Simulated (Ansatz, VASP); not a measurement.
# Cross-check of AlGaN2 between VASP and Ansatz, part 2 of 2

One calculation is typed for both programs; each brings its own data sets. How far apart do they land? The cell is taken from a series of runs on this material, whose earlier steps may have relaxed, scaled, displaced or heated it; both programs get it as it stands.

VASP 6.6.1 and Ansatz 0.2.0.

So far: Starting point; Ansatz: dielectric response, LDA.

## (3) VASP: dielectric response, LDA

Level of this step: LDA; plane waves and PAW (Al, Ga_d, N) (VASP).

The same cell, functional (in two slightly different forms) and mesh now go to VASP, with its own data sets.

Lines of VASP's logs that name or quote its potential files are left out, and so is its time.

INCAR

```
SYSTEM = AlGaN2
PREC = Accurate
ENCUT = 520
EDIFF = 1E-08
NELM = 120
ISMEAR = 0
SIGMA = 0.01
LREAL = .FALSE.
ALGO = Normal
GGA = PW92
NBANDS = 19
LORBIT = 11
LWAVE = .FALSE.
LCHARG = .FALSE.
ISIF = 2
LEPSILON = .TRUE.
LASPH = .TRUE.
GGA_COMPAT = .FALSE.
KPAR = 2
```

POSCAR

```
AlGaN2
1.0
    3.1408770487      0.0000000000      0.0000000000
    0.0000000000      3.1408770487      0.0000000000
    0.0000000000      0.0000000000      4.4238379400
Al Ga N
1 1 2
Direct
    0.5000000000      0.5000000000      0.5000000000
    0.0000000000      0.0000000000      0.0000000000
    0.5000000000      0.0000000000      0.7382648100
    0.0000000000      0.5000000000      0.2617351900
```

KPOINTS

```
Automatic mesh
0
Gamma
8 8 6
0 0 0
```

PAW data sets: Al, Ga_d and N (LDA family, release 64).

On the command line:

```bash
mpirun -np 2 vasp_std
```

Numbers of over 12 decimals in the logs are rounded to 6 here.

The program printed:

```text
[banner, memory and clock lines left out]
running    2 mpi-ranks, on    1 nodes
 distrk:  each k-point on    1 cores,    2 groups
 distr:  one band on    1 cores,    1 groups

 POSCAR found type information on POSCAR AlGaN
 POSCAR found :  3 types and       4 ions
|                                                                             |
|               ----> ADVICE to this user running VASP <----                  |
|                                                                             |
|     You enforced a specific xc type in the INCAR file but a different       |
|     [... a line on the potential file left out ...]
|     I HOPE YOU KNOW WHAT YOU ARE DOING!                                     |
|                                                                             |

 LDA part: xc-table for (Slater(with rela. corr.)+PW92), standard interpolation
 POSCAR, INCAR and KPOINTS ok, starting setup
 FFT: planning ... GRIDC
 FFT: planning ... GRID_SOFT
 FFT: planning ... GRID
 WAVECAR not read
 entering main loop
       N       E                     dE             d eps       ncg     rms          rms(c)
DAV:   1     0.174733055197E+03    0.17473E+03   -0.13206E+04  2426   0.202E+03
DAV:   2    -0.146342581339E+02   -0.18937E+03   -0.18011E+03  2541   0.413E+02
DAV:   3    -0.344639182656E+02   -0.19830E+02   -0.19612E+02  2584   0.113E+02
DAV:   4    -0.350155315462E+02   -0.55161E+00   -0.55046E+00  3190   0.193E+01
DAV:   5    -0.350217160436E+02   -0.61845E-02   -0.61803E-02  2752   0.194E+00    0.116E+01
DAV:   6    -0.303917911924E+02    0.46299E+01   -0.17688E+01  3573   0.573E+01    0.397E+00
DAV:   7    -0.303819116550E+02    0.98795E-02   -0.10366E+00  2556   0.868E+00    0.265E+00
DAV:   8    -0.303328805513E+02    0.49031E-01   -0.22705E-01  2932   0.501E+00    0.981E-01
DAV:   9    -0.303196648224E+02    0.13216E-01   -0.46510E-02  3293   0.335E+00    0.382E-01
DAV:  10    -0.303197517052E+02   -0.86883E-04   -0.63042E-03  2669   0.595E-01    0.998E-02
DAV:  11    -0.303197562002E+02   -0.44950E-05   -0.26715E-04  3279   0.215E-01    0.305E-02
DAV:  12    -0.303197492248E+02    0.69754E-05   -0.57101E-05  3468   0.110E-01    0.134E-02
DAV:  13    -0.303197495371E+02   -0.31234E-06   -0.38625E-06  2669   0.161E-02    0.536E-03
DAV:  14    -0.303197495417E+02   -0.45670E-08   -0.29401E-07  3011   0.410E-03    0.208E-03
DAV:  15    -0.303197495376E+02    0.41482E-08   -0.16121E-08  2105   0.124E-03
   1 F= -.30319750E+02 E0= -.30319750E+02  d E =-.381766E-42
 Linear response reoptimize wavefunctions to high precision
DAV:   1    -0.303197495363E+02    0.12487E-08   -0.13863E-08  3051   0.136E-03
DAV:   2    -0.303197495364E+02   -0.13551E-09   -0.97232E-10  1614   0.212E-04
DAV:   3    -0.303197495365E+02   -0.19099E-10   -0.82354E-11  1533   0.701E-05
 Linear response G [H, r] |phi>, progress :
  Direction:   1
       N       E                     dE             d eps       ncg     rms
RMM:   1    -0.640203990906E+02   -0.64020E+02    0.21821E+02  2821   0.293E+02
RMM:   2    -0.593754829728E+02    0.46449E+01   -0.76502E+01  4412   0.715E+01
RMM:   3    -0.696586813668E+02   -0.10283E+02   -0.16555E+01  4735   0.212E+01
RMM:   4    -0.686011289689E+02    0.10576E+01    0.37772E+00  4918   0.516E+00
RMM:   5    -0.691474202372E+02   -0.54629E+00   -0.83545E-01  4991   0.140E+00
RMM:   6    -0.690637909525E+02    0.83629E-01    0.75878E-02  5011   0.481E-01
RMM:   7    -0.690866216234E+02   -0.22831E-01   -0.14003E-01  5083   0.172E-01
RMM:   8    -0.690742252786E+02    0.12396E-01   -0.14066E-02  5080   0.674E-02
RMM:   9    -0.690738750744E+02    0.35020E-03   -0.10100E-02  5110   0.284E-02
RMM:  10    -0.690728818422E+02    0.99323E-03   -0.31152E-04  5018   0.139E-02
RMM:  11    -0.690730358369E+02   -0.15399E-03   -0.14946E-03  4898   0.786E-03
RMM:  12    -0.690729241867E+02    0.11165E-03   -0.57012E-04  4676   0.601E-03
RMM:  13    -0.690729456102E+02   -0.21424E-04   -0.93918E-04  4515   0.526E-03
RMM:  14    -0.690729274584E+02    0.18152E-04   -0.59840E-04  4356   0.499E-03
RMM:  15    -0.690729279075E+02   -0.44907E-06   -0.72280E-04  4218   0.492E-03
RMM:  16    -0.690728716960E+02    0.56211E-04   -0.49465E-05  4087   0.487E-03
 Linear response G [H, r] |phi>, progress :
  Direction:   2
       N       E                     dE             d eps       ncg     rms
RMM:   1    -0.653039247362E+02   -0.65304E+02    0.15613E+02  2935   0.269E+02
RMM:   2    -0.807221655020E+02   -0.15418E+02   -0.14689E+02  4440   0.663E+01
RMM:   3    -0.830451065448E+02   -0.23229E+01   -0.10838E+01  4712   0.189E+01
RMM:   4    -0.831973244791E+02   -0.15222E+00   -0.12062E+00  4889   0.470E+00
RMM:   5    -0.831969330647E+02    0.39141E-03   -0.73906E-02  4971   0.127E+00
RMM:   6    -0.831981692027E+02   -0.12361E-02   -0.25758E-03  5026   0.421E-01
[...]
onal to |phi(0)> (-1.148434782243801E-004,-3.899658373995862E-015)
RMM:   3    -0.761721195600E+02   -0.11436E+01   -0.10570E+01  4738   0.187E+01
RMM:   4    -0.762479085478E+02   -0.75789E-01   -0.98822E-01  4902   0.450E+00
RMM:   5    -0.762423535015E+02    0.55550E-02   -0.76577E-02  4969   0.125E+00
RMM:   6    -0.762431211059E+02   -0.76760E-03   -0.11860E-02  5032   0.410E-01
RMM:   7    -0.762431641704E+02   -0.43065E-04   -0.15486E-03  5053   0.136E-01
[...]
RMM:   7    -0.657293420977E+00   -0.11287E-05   -0.77682E-06  4788   0.712E-03
RMM:   8    -0.657293560721E+00   -0.13974E-06   -0.15567E-06  4495   0.294E-03
RMM:   9    -0.657293602199E+00   -0.41477E-07   -0.51292E-07  4110   0.128E-03
RMM:  10    -0.657293598732E+00    0.34663E-08   -0.19880E-07  3820   0.668E-04
RMM:  11    -0.657293603315E+00   -0.45832E-08   -0.17891E-07  3395   0.423E-04
RMM:  12    -0.657293604911E+00   -0.15954E-08   -0.13167E-07  2992   0.335E-04
RMM:  13    -0.657293607074E+00   -0.21628E-08    0.32924E-07  2849   0.300E-04
RMM:  14    -0.657293606938E+00    0.13586E-09   -0.95031E-09  2753   0.287E-04
 change of polarisation eV/A/(eV/A) component  2 :    -0.026     1.315     0.119
 dielectric tensor                  component  2 :    -0.109     6.451     0.495
 Linear response to external field (no local field effect), progress :
  Direction:   3
       N       E                     dE             d eps       ncg     rms          rms(c)
RMM:   1    -0.175034776547E+00   -0.17503E+00    0.18250E+00  2812   0.781E+00
RMM:   2    -0.520462285590E+00   -0.34543E+00   -0.92424E-02  4587   0.194E+00
RMM:   3    -0.529190730170E+00   -0.87284E-02   -0.16502E-02  4733   0.498E-01
RMM:   4    -0.529493545488E+00   -0.30282E-03   -0.12514E-03  4924   0.145E-01
RMM:   5    -0.529518347165E+00   -0.24802E-04   -0.14732E-04  4875   0.446E-02
RMM:   6    -0.529521592197E+00   -0.32450E-05   -0.23506E-05  4900   0.157E-02
RMM:   7    -0.529522284293E+00   -0.69210E-06   -0.50323E-06  4735   0.589E-03
RMM:   8    -0.529522341756E+00   -0.57463E-07   -0.85238E-07  4419   0.238E-03
RMM:   9    -0.529522386511E+00   -0.44755E-07   -0.44781E-07  3991   0.109E-03
RMM:  10    -0.529522383936E+00    0.25749E-08   -0.22168E-07  3660   0.588E-04
RMM:  11    -0.529522388028E+00   -0.40919E-08   -0.22299E-07  3202   0.410E-04
RMM:  12    -0.529522387017E+00    0.10112E-08   -0.21105E-07  2871   0.344E-04
RMM:  13    -0.529522388013E+00   -0.99621E-09   -0.24497E-07  2751   0.324E-04
RMM:  14    -0.529522387696E+00    0.31655E-09   -0.29737E-07  2635   0.313E-04
RMM:  15    -0.529522387895E+00   -0.19902E-09   -0.31255E-07  2586   0.311E-04
RMM:  16    -0.529522388074E+00   -0.17824E-09   -0.40726E-07  2531   0.309E-04
 change of polarisation eV/A/(eV/A) component  3 :    -0.087     0.119     1.059
 dielectric tensor                  component  3 :    -0.359     0.495     5.391
 Linear response to external field, progress :
  Direction:   1
       N       E                     dE             d eps       ncg     rms          rms(c)
RMM:   1    -0.153002958340E+00   -0.15300E+00    0.20934E+00  5808   0.811E+00
RMM:   2    -0.522441513673E+00   -0.36944E+00   -0.12784E-01 10103   0.198E+00    0.110E+00
RMM:   3    -0.515226165734E+00    0.72153E-02   -0.23195E-02  9824   0.814E-01    0.641E-01
RMM:   4    -0.531674183723E+00   -0.16448E-01   -0.13830E-02 10046   0.779E-01    0.556E-02
RMM:   5    -0.532114918870E+00   -0.44074E-03   -0.81821E-04 10333   0.189E-01    0.204E-02
RMM:   6    -0.532545657061E+00   -0.43074E-03   -0.58456E-05 10389   0.487E-02    0.584E-03
RMM:   7    -0.532698740957E+00   -0.15308E-03   -0.10806E-05 10508   0.159E-02    0.213E-03
RMM:   8    -0.532683541354E+00    0.15200E-04   -0.83557E-07 10488   0.514E-03    0.266E-04
RMM:   9    -0.532693179269E+00   -0.96379E-05   -0.86403E-07 10590   0.184E-03    0.175E-04
RMM:  10    -0.532687852850E+00    0.53264E-05    0.63974E-07 10580   0.835E-04    0.174E-05
RMM:  11    -0.532687810331E+00    0.42519E-07    0.29378E-08  9797   0.435E-04    0.892E-06
 change of polarisation eV/A/(eV/A) component  1 :     1.004    -0.008    -0.000
 dielectric tensor                  component  1 :     5.163    -0.032    -0.000
 Linear response to external field, progress :
  Direction:   2
       N       E                     dE             d eps       ncg     rms          rms(c)
RMM:   1    -0.153004897567E+00   -0.15300E+00    0.20934E+00  5808   0.811E+00
RMM:   2    -0.522436475755E+00   -0.36943E+00   -0.12777E-01 10103   0.198E+00    0.110E+00
RMM:   3    -0.515223680808E+00    0.72128E-02   -0.23159E-02  9824   0.814E-01    0.641E-01
RMM:   4    -0.531657844845E+00   -0.16434E-01   -0.13671E-02 10041   0.779E-01    0.556E-02
RMM:   5    -0.532110794875E+00   -0.45295E-03   -0.75022E-04 10342   0.189E-01    0.203E-02
RMM:   6    -0.532546173647E+00   -0.43538E-03   -0.58265E-05 10391   0.487E-02    0.584E-03
RMM:   7    -0.532699036350E+00   -0.15286E-03   -0.60410E-06 10511   0.158E-02    0.214E-03
RMM:   8    -0.532684364895E+00    0.14671E-04   -0.21595E-06 10498   0.515E-03    0.266E-04
RMM:   9    -0.532693760415E+00   -0.93955E-05   -0.12082E-07 10592   0.184E-03    0.173E-04
RMM:  10    -0.532688804465E+00    0.49560E-05   -0.95507E-07 10581   0.835E-04    0.191E-05
RMM:  11    -0.532688510834E+00    0.29363E-06   -0.34474E-07  9870   0.438E-04    0.912E-06
 change of polarisation eV/A/(eV/A) component  2 :    -0.008     1.004     0.000
 dielectric tensor                  component  2 :    -0.033     5.163     0.000
 Linear response to external field, progress :
  Direction:   3
       N       E                     dE             d eps       ncg     rms          rms(c)
RMM:   1    -0.175034976576E+00   -0.17503E+00    0.18250E+00  4666   0.781E+00
RMM:   2    -0.520467533746E+00   -0.34543E+00   -0.92479E-02  7674   0.194E+00    0.113E+00
RMM:   3    -0.509793059284E+00    0.10674E-01   -0.42891E-02  7816   0.107E+00    0.635E-01
RMM:   4    -0.512982866232E+00   -0.31898E-02   -0.57341E-03  7911   0.491E-01    0.305E-01
RMM:   5    -0.525845238391E+00   -0.12862E-01   -0.31995E-03  7757   0.379E-01    0.406E-02
RMM:   6    -0.526113175109E+00   -0.26794E-03   -0.41047E-04  7967   0.111E-01    0.244E-02
RMM:   7    -0.526468472390E+00   -0.35530E-03   -0.33419E-05  7730   0.388E-02    0.635E-03
RMM:   8    -0.526456684611E+00    0.11788E-04   -0.13632E-05  8125   0.113E-02    0.169E-03
RMM:   9    -0.526526410664E+00   -0.69726E-04    0.38564E-06  8006   0.415E-03    0.364E-04
RMM:  10    -0.526512795222E+00    0.13615E-04    0.17012E-06  8066   0.153E-03    0.153E-04
RMM:  11    -0.526516014913E+00   -0.32197E-05    0.21620E-06  8034   0.700E-04    0.192E-05
RMM:  12    -0.526514624254E+00    0.13907E-05    0.12511E-05  7294   0.408E-04    0.694E-06
 change of polarisation eV/A/(eV/A) component  3 :    -0.096     0.016     0.992
 dielectric tensor                  component  3 :    -0.399     0.066     5.115
 Born effective charges drift removed
```

Parts of OUTCAR (step 3):

```text
ion  position               nearest neighbor table
   1  0.500  0.500  0.500-   3 1.89   4 1.89   3 1.89   4 1.89   2 3.13   2 3.13   2 3.13   2 3.13
                             2 3.13   2 3.13   2 3.13   2 3.13
   2  0.000  0.000  0.000-   3 1.95   4 1.95   4 1.95   3 1.95   1 3.13   1 3.13   1 3.13   1 3.13
                             1 3.13   1 3.13   1 3.13   1 3.13
   3  0.500  0.000  0.738-   1 1.89   1 1.89   2 1.95   2 1.95
   4  0.000  0.500  0.262-   1 1.89   1 1.89   2 1.95   2 1.95

  LATTYP: Found a simple tetragonal cell.
 ALAT       =     3.1408770487
 C/A-ratio  =     1.4084721788

 Subroutine GETGRP returns: Found  8 space group operations
 (whereof  8 operations were pure point group operations)

The static configuration has the point symmetry D_2d.

 Found     60 irreducible k-points:

   k-points           NKPTS =     60   k-points in BZ     NKDIM =     60   number of bands    NBANDS=     19

   dimension x,y,z NGX =    24 NGY =   24 NGZ =   36
   dimension x,y,z NGXF=    48 NGYF=   48 NGZF=   72

   ENCUT  =  520.0 eV  38.22 Ry    6.18 a.u.   5.84  5.84  8.23*2*pi/ulx,y,z

   NELECT =      26.0000    total number of electrons

 k-points in reciprocal lattice and weights: Automatic mesh
   0.00000000  0.00000000  0.00000000       0.003
   0.12500000  0.00000000  0.00000000       0.010
   0.25000000  0.00000000  0.00000000       0.010
   0.37500000  0.00000000  0.00000000       0.010
   0.50000000  0.00000000  0.00000000       0.005
   0.12500000  0.12500000  0.00000000       0.010
   0.25000000  0.12500000  0.00000000       0.021
   0.37500000  0.12500000  0.00000000       0.021
   0.50000000  0.12500000  0.00000000       0.010
[...]
0.50000000  0.37500000  0.50000000       0.010
   0.50000000  0.50000000  0.50000000       0.003

 average (electrostatic) potential at core
       1 -70.6142       2 -64.1058       3 -60.9576       4 -60.9576

  Total       -1.1791978     -1.1791978     -1.2303429      0.0000000      0.0000000      0.0000000
  in kB      -43.2908538    -43.2908538    -45.1684996      0.0000000      0.0000000      0.0000000
  external PRESSURE =     -43.9167358 kB  Pullay stress =       0.0000000 kB

  energy-cutoff  :      520.00
  volume of cell :       43.64
      direct lattice vectors                 reciprocal lattice vectors
     3.140877049  0.000000000  0.000000000     0.318382409  0.000000000  0.000000000
     0.000000000  3.140877049  0.000000000     0.000000000  0.318382409  0.000000000
     0.000000000  0.000000000  4.423837940     0.000000000  0.000000000  0.226048064

 POSITION                                       TOTAL-FORCE (eV/Angst)
 -----------------------------------------------------------------------------------
      1.57044      1.57044      2.21192         0.000000     -0.000000      0.000000
      0.00000      0.00000      0.00000         0.000000     -0.000000      0.000000
      1.57044      0.00000      3.26596         0.000000      0.000000      0.170110
      0.00000      1.57044      1.15787        -0.000000     -0.000000     -0.170110
 -----------------------------------------------------------------------------------
    total drift:                               -0.000000      0.000000      0.000000

 MACROSCOPIC STATIC DIELECTRIC TENSOR (including local field effects in DFT)
 ------------------------------------------------------
           5.162942     0.000000     0.000000
           0.000000     5.162942     0.000000
           0.000000     0.000000     5.115001
 ------------------------------------------------------

 PIEZOELECTRIC TENSOR (including local field effects)  for field in x, y, z        (C/m^2)
          XX          YY          ZZ          XY          YZ          ZX
  --------------------------------------------------------------------------------
  x     0.00000     0.00000     0.00000     0.00000     0.00000     0.83889
  y     0.00000     0.00000     0.00000     0.00000    -0.83889     0.00000
  z     0.81481    -0.81481     0.00000     0.00000     0.00000     0.00000

 BORN EFFECTIVE CHARGES (including local field effects) (in |e|, cummulative output)
 ---------------------------------------------------------------------------------
 ion    1
    1     2.50318     0.00000     0.00000
    2     0.00000     2.50318     0.00000
    3     0.00000     0.00000     2.67343
 ion    2
    1     2.61495     0.00000     0.00000
    2     0.00000     2.61495     0.00000
    3     0.00000     0.00000     2.48696
 ion    3
    1    -2.67527     0.00000     0.00000
    2     0.00000    -2.44286     0.00000
    3     0.00000     0.00000    -2.58019
 ion    4
    1    -2.44286     0.00000     0.00000
    2     0.00000    -2.67527     0.00000
    3     0.00000     0.00000    -2.58019
```

## (4) Differences

Known differences besides the potentials themselves: fixed occupations in Ansatz, narrow Gaussian smearing in VASP; VASP's response is taken on the typed mesh, Ansatz refines its own for the field response alone; the cutoff is 420 eV in Ansatz and 520 eV in VASP; VASP's log shows a relativistic correction to its local exchange, Ansatz's none. Total energies have different zeros and are not compared.

Both answers:

```tsv
quantity	Ansatz	VASP	difference
ε∞ xx	5.17	5.16	+0.10 %
ε∞ yy	5.17	5.16	+0.10 %
ε∞ zz	5.15	5.12	+0.70 %
```

## (5) Outcome

```json
{
  "difference in ε∞ zz (dielectric response, LDA)": "0.70 %"
}
```

**Reading.** The difference in ε∞ zz is 0.70 % (dielectric response, LDA), within the 5 % picked in this series as the mark of a large difference. Such differences can come from data sets, numerical settings and the points named under the comparisons, not from the functional's error against experiment.

[Lines on the potential files, build, host, timing and source positions are cut from VASP's logs without a mark.]

[Logs are printed without paths, hosts, clocks, repeated set-up lines and the standing remarks that a program may print on its own settings, such as how far it seeks lower states.]

[Hosts, paths, dates, database ids (printed as entryN), source tags and the programs' standing remarks are cut or masked in the printed files.]
